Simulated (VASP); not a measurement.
VASP runs on FeO (rock salt, AFM-II order) share one base input (PBE GGA, plane waves, VASP's PBE PAW potentials (set 64)) and change the settings named in each case.

INCAR:
```
SYSTEM = FeO
PREC = Accurate; ENCUT = 520; LREAL = .FALSE.
LASPH = .TRUE.
EDIFF = 1E-6; NELM = 100; ALGO = Normal
LMAXMIX = 4
ISMEAR = 0; SIGMA = 0.05
GGA = PE
MAGMOM = 4.0 -4.0 2*0.0
ISPIN = 2
ISIF = 2
LWAVE = .FALSE.; LCHARG = .FALSE.; LORBIT = 10
```

### POSCAR
```
FeO
1
    4.3300000000     2.1650000000     2.1650000000
    2.1650000000     4.3300000000     2.1650000000
    2.1650000000     2.1650000000     4.3300000000
Fe O
2 2
Direct
  0.0000000000   0.0000000000   0.0000000000
  0.5000000000   0.5000000000   0.5000000000
  0.2500000000   0.2500000000   0.2500000000
  0.7500000000   0.7500000000   0.7500000000
```

**KPOINTS**
```
Automatic mesh
0
Gamma
8 8 8
0 0 0
```

POTCAR, in this order: Fe O (PBE.64 set). Program: vasp_std.

| change | E(σ→0) (eV/atom) | pressure (GPa) | −TS (eV) |
|---|---|---|---|
| base run | -7.4492 | -3.87 | -0.0068 |
| POTCAR Fe_pv O (PBE.64 set) | -7.4626 | ___ | ___ |
| ENCUT = 800, POTCAR Fe O_h (PBE.64 set) | -7.4509 | -6.69 | -0.0068 |
| POTCAR Fe_sv O (PBE.64 set) | -7.4950 | -5.86 | -0.0072 |
| POTCAR Fe O_s (PBE.64 set) | -7.4492 | -3.86 | -0.0069 |
| ENCUT = 800 | -7.4519 | -3.89 | -0.0068 |

Task: Fill in the missing entries.

Result: 
- POTCAR Fe_pv O (PBE.64 set), pressure (GPa): -4.07
- POTCAR Fe_pv O (PBE.64 set), −TS (eV): -0.0071

Energies of different potentials or functionals have different zeros.

Left out are runs that ran out of time, are held back, or changed the cell or the kind of run, fixed moments of cells without a moment, rows past the twelfth, gaps on odd meshes, pressures of charged cells and columns that move by less than the noise.

The compound is FeO in the rock salt, AFM-II order structure. The cell was not relaxed at this level. The spin order is the one that the start imposed; others were not tried in this run.
